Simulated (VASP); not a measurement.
Computed with PBE GGA, VASP's PBE PAW potentials (set 64) (plane waves; VASP).

Input for VASP

**POSCAR**
```
NiO
1.0
  4.1924057178   2.0930439704   2.0930439704
  2.0930439704   4.1924057178   2.0930439704
  2.0930439704   2.0930439704   4.1924057178
Ni O
2 2
Cart
  2.0930439704   2.0930439704   4.1924057178
  4.1892468293   4.1892468293   4.1892468293
  2.0946234147   2.0946234147   2.0946234147
  6.2838702440   6.2838702440   6.2838702440
```

INCAR:
```
! general
SYSTEM  = NiO
PREC    = Accurate
ENCUT   = 520   ! plane-wave cut-off (eV)
LREAL   = .False.   ! projection in real space or not
LASPH   = .True.

! electronic loop
EDIFF   = 1E-6   ! SCF stop (eV)
NELM    = 100   ! most electronic steps
ALGO    = Normal   ! blocked Davidson
LMAXMIX = 4   ! l cut-off of mixed one-centre charges

! smearing
ISMEAR  = 0   ! Gaussian
SIGMA   = 0.05   ! width (eV)

! functional
GGA     = PE   ! PBE

! spin
ISPIN   = 2
MAGMOM  = 2.0 -2.0 2*0.0

! ions
IBRION  = 2
NSW     = 60   ! most ionic steps
ISIF    = 3   ! ions, shape and volume
EDIFFG  = -0.02   ! ionic stop

! output
LWAVE   = .False.
LCHARG  = .False.
LORBIT  = 10
```

File KPOINTS:
```
Automatic mesh
0
Gamma
8 8 8
0 0 0
```

POTCAR, in this order: Ni O (PBE.64 set). Program: vasp_std.

The run wrote:

**OUTCAR**
```
 ion  position               nearest neighbor table
   1  0.000  0.000  0.000-   4 2.10   3 2.10   4 2.10   4 2.10   3 2.10   3 2.10   2 2.96   2 2.96
                             2 2.96   2 2.96   2 2.96   2 2.96
   2  0.500  0.500  0.500-   3 2.10   4 2.10   3 2.10   3 2.10   4 2.10   4 2.10   1 2.96   1 2.96
                             1 2.96   1 2.96   1 2.96   1 2.96
   3  0.250  0.250  0.250-   1 2.10   2 2.10   1 2.10   1 2.10   2 2.10   2 2.10
   4  0.750  0.750  0.750-   2 2.10   1 2.10   2 2.10   2 2.10   1 2.10   1 2.10
  LATTYP: Found a trigonal (rhomboedric) cell.
 ALAT       =     5.1320494763
 COS(alpha) =     0.8326626489
 Subroutine PRICEL returns following result:
  LATTYP: Found a trigonal (rhomboedric) cell.
 ALAT       =     2.9644801956
 COS(alpha) =     0.4984924765
 Subroutine GETGRP returns: Found 12 space group operations
The static configuration has the point symmetry D_3d.
The dynamic configuration has the point symmetry D_3d.
The overall configuration has the point symmetry D_3d.
 Subroutine INISYM returns: Found 12 space group operations
 Subroutine IBZKPT returns following result:
 Found     65 irreducible k-points:

 Following reciprocal coordinates:
            Coordinates               Weight
  0.000000  0.000000  0.000000      1.000000
  0.125000 -0.000000 -0.000000      6.000000
  0.250000 -0.000000 -0.000000      6.000000
  0.375000 -0.000000 -0.000000      6.000000
  0.500000 -0.000000 -0.000000      3.000000
  0.125000  0.125000 -0.000000      6.000000
  0.250000  0.125000  0.000000     12.000000
  0.375000  0.125000 -0.000000     12.000000
  0.500000  0.125000  0.000000     12.000000
 -0.375000  0.125000  0.000000     12.000000
 -0.250000  0.125000 -0.000000     12.000000
 -0.125000  0.125000  0.000000      6.000000
  0.250000  0.250000 -0.000000      6.000000
  0.375000  0.250000  0.000000     12.000000
  0.500000  0.250000  0.000000     12.000000
 -0.375000  0.250000  0.000000     12.000000
...
```

### OSZICAR
```
       N       E                     dE             d eps       ncg     rms          rms(c)
DAV:   1     0.258016960564E+03    0.25802E+03   -0.15978E+04  5344   0.211E+03
DAV:   2     0.356770861158E+01   -0.25445E+03   -0.23832E+03  5372   0.406E+02
DAV:   3    -0.267736116312E+02   -0.30341E+02   -0.28853E+02  5948   0.160E+02
DAV:   4    -0.277719311510E+02   -0.99832E+00   -0.99108E+00  5904   0.309E+01
DAV:   5    -0.278001480383E+02   -0.28217E-01   -0.28204E-01  6200   0.488E+00    0.204E+01
DAV:   6    -0.252408168854E+02    0.25593E+01   -0.51111E+01  7908   0.115E+02    0.232E+01
DAV:   7    -0.232961382636E+02    0.19447E+01   -0.82142E+00  6640   0.906E+01    0.922E+00
DAV:   8    -0.235492565427E+02   -0.25312E+00   -0.26155E+00  5848   0.138E+01    0.613E+00
DAV:   9    -0.234702701406E+02    0.78986E-01   -0.17019E-01  8168   0.108E+01    0.147E+00
DAV:  10    -0.234880885687E+02   -0.17818E-01   -0.73478E-02  6800   0.386E+00    0.621E-01
DAV:  11    -0.234867088158E+02    0.13798E-02   -0.83629E-03  8128   0.236E+00    0.136E-01
DAV:  12    -0.234870176379E+02   -0.30882E-03   -0.30692E-03  7488   0.621E-01    0.780E-02
DAV:  13    -0.234869862126E+02    0.31425E-04   -0.11457E-04  7116   0.131E-01    0.401E-02
DAV:  14    -0.234869882763E+02   -0.20637E-05   -0.12021E-04  7584   0.103E-01    0.271E-02
DAV:  15    -0.234869850326E+02    0.32437E-05   -0.11816E-05  5928   0.469E-02    0.127E-02
DAV:  16    -0.234869846592E+02    0.37340E-06   -0.85453E-06  6128   0.364E-02
   1 F= -.23486985E+02 E0= -.23486985E+02  d E =-.234870E+02  mag=     0.0000
       N       E                     dE             d eps       ncg     rms          rms(c)
DAV:   1    -0.234944028332E+02   -0.74178E-02   -0.14849E-01  6360   0.561E+00    0.652E-01
DAV:   2    -0.234879550100E+02    0.64478E-02   -0.28573E-02  6272   0.328E+00    0.414E-01
DAV:   3    -0.234873578996E+02    0.59711E-03   -0.24124E-03  7592   0.119E+00    0.226E-01
DAV:   4    -0.234872414436E+02    0.11646E-03   -0.52403E-04  7008   0.360E-01    0.808E-02
DAV:   5    -0.234871887175E+02    0.52726E-04   -0.13018E-04  8928   0.226E-01    0.467E-02
DAV:   6    -0.234871713114E+02    0.17406E-04   -0.69924E-05  6520   0.153E-01    0.152E-02
DAV:   7    -0.234871705890E+02    0.72235E-06   -0.14538E-05  7824   0.373E-02    0.751E-03
DAV:   8    -0.234871703845E+02    0.20449E-06   -0.58673E-07  2728   0.200E-02
   2 F= -.23487170E+02 E0= -.23487170E+02  d E =-.185725E-03  mag=     0.0000
       N       E                     dE             d eps       ncg     rms          rms(c)
DAV:   1    -0.234880888388E+02   -0.91825E-03   -0.17323E-02  6376   0.192E+00    0.223E-01
DAV:   2    -0.234873307820E+02    0.75806E-03   -0.33480E-03  6272   0.114E+00    0.143E-01
DAV:   3    -0.234872571854E+02    0.73597E-04   -0.28808E-04  7624   0.412E-01    0.773E-02
DAV:   4    -0.234872434436E+02    0.13742E-04   -0.62916E-05  6992   0.123E-01    0.279E-02
DAV:   5    -0.234872368637E+02    0.65798E-05   -0.12807E-05  7008   0.775E-02    0.155E-02
DAV:   6    -0.234872349664E+02    0.18973E-05   -0.11360E-05  5744   0.567E-02    0.588E-03
DAV:   7    -0.234872347034E+02    0.26304E-06   -0.17449E-06  3496   0.140E-02
   3 F= -.23487235E+02 E0= -.23487235E+02  d E =-.250044E-03  mag=     0.0000
```

File OUTCAR:
```
------------------------ aborting loop because EDIFF is reached ----------------------------------------
  FORCE on cell =-STRESS in cart. coord.  units (eV):
  Direction    XX          YY          ZZ          XY          YZ          ZX
  --------------------------------------------------------------------------------------
  Total        0.0263367      0.0263367      0.0263367     -0.0280109     -0.0280109     -0.0280109
  in kB        1.1464544      1.1464544      1.1464544     -1.2193313     -1.2193313     -1.2193313
  external PRESSURE =       1.1464544 kB  Pullay stress =       0.0000000 kB
  volume of cell :       36.81
      direct lattice vectors                 reciprocal lattice vectors
     4.186655691  2.089003404  2.089003404     0.357665805 -0.119057628 -0.119057628
     2.089003404  4.186655691  2.089003404    -0.119057628  0.357665805 -0.119057628
     2.089003404  2.089003404  4.186655691    -0.119057628 -0.119057628  0.357665805
 POSITION                                       TOTAL-FORCE (eV/Angst)
 -----------------------------------------------------------------------------------
      0.00000      0.00000      0.00000        -0.000000      0.000000      0.000000
      4.18233      4.18233      4.18233        -0.000000     -0.000000      0.000000
      2.09117      2.09117      2.09117        -0.000000      0.000000      0.000000
      6.27350      6.27350      6.27350         0.000000     -0.000000     -0.000000
 -----------------------------------------------------------------------------------
    total drift:                                0.000000     -0.000000     -0.000000
  FREE ENERGIE OF THE ION-ELECTRON SYSTEM (eV)
  ---------------------------------------------------
  free  energy   TOTEN  =       -23.4872347034 eV

  energy  without entropy=      -23.4872347034  energy(sigma->0) =      -23.48723470

 total charge

# of ion       s       p       d       tot
------------------------------------------
    1        0.326   0.394   8.258   8.978
    2        0.326   0.394   8.258   8.978
    3        1.562   3.405   0.000   4.967
    4        1.562   3.405   0.000   4.967
--------------------------------------------------
tot          3.776   7.598  16.515  27.889

 magnetization (x)

# of ion       s       p       d       tot
------------------------------------------
    1       -0.009  -0.013   1.372   1.350
    2        0.009   0.013  -1.372  -1.350
    3        0.000   0.000   0.000   0.000
    4        0.000   0.000   0.000   0.000
--------------------------------------------------
tot          0.000   0.000   0.000   0.000

 reached required accuracy - stopping structural energy minimisation
```
(Selected blocks of OUTCAR.)

File CONTCAR:
```
NiO
   1.00000000000000
     4.1866556907737156    2.0890034038685781    2.0890034038685781
     2.0890034038685781    4.1866556907737156    2.0890034038685781
     2.0890034038685781    2.0890034038685781    4.1866556907737156
  Ni              O
     2     2
Direct
     0.0000000000000000    0.0000000000000000    0.0000000000000000
     0.5000000000000000    0.5000000000000000    0.5000000000000000
     0.2500000000000000    0.2500000000000000    0.2500000000000000
     0.7500000000000000    0.7500000000000000    0.7500000000000000
```

### OUTCAR
```
 val. band max:        7.1940812119   @ k =   0.2500   0.2500  -0.0000

 cond. band min:       8.1310494369   @ k =   0.5000   0.2500   0.2500


 Fermi energy:         7.4449863483

 spin component 1

 k-point     1 :       0.0000    0.0000    0.0000
  band No.  band energies     occupation
      1     -12.3648      1.00000
      2     -10.9933      1.00000
      3      -0.2078      1.00000
      4       2.3292      1.00000
      5       2.3293      1.00000
      6       4.9654      1.00000
      7       4.9654      1.00000
      8       4.9934      1.00000
      9       5.3743      1.00000
     10       5.3744      1.00000
     11       5.4790      1.00000
     12       5.7037      1.00000
     13       5.7038      1.00000
     14       6.6264      1.00000
     15       6.6265      1.00000
     16       6.9015      1.00000
     17       9.2565      0.00000
     18       9.2568      0.00000
     19       9.3792      0.00000
     20      13.3783      0.00000

 k-point     2 :       0.1250   -0.0000   -0.0000
  band No.  band energies     occupation
      1     -12.2071      1.00000
      2     -10.9679      1.00000
      3       0.0606      1.00000
      4       2.2418      1.00000
      5       2.3728      1.00000
      6       3.6094      1.00000
      7       4.3596      1.00000
      8       4.3803      1.00000
      9       5.4171      1.00000
     10       5.7301      1.00000
     11       5.7673      1.00000
     12       5.8950      1.00000
     13       6.2689      1.00000
     14       6.7011      1.00000
     15       6.7398      1.00000
     16       6.8914      1.00000
     17       8.7808      0.00000
     18       9.1592      0.00000
     19      10.3846      0.00000
     20      14.2869      0.00000

 k-point     3 :       0.2500   -0.0000   -0.0000
  band No.  band energies     occupation
      1     -11.7978      1.00000
      2     -10.9056      1.00000
      3       0.7222      1.00000
...
```

The compound is NiO in the rock salt, AFM-II order structure. This run relaxes it. Symmetry was kept, so distortions that lower it aren't found. The start is the result of an earlier pass.
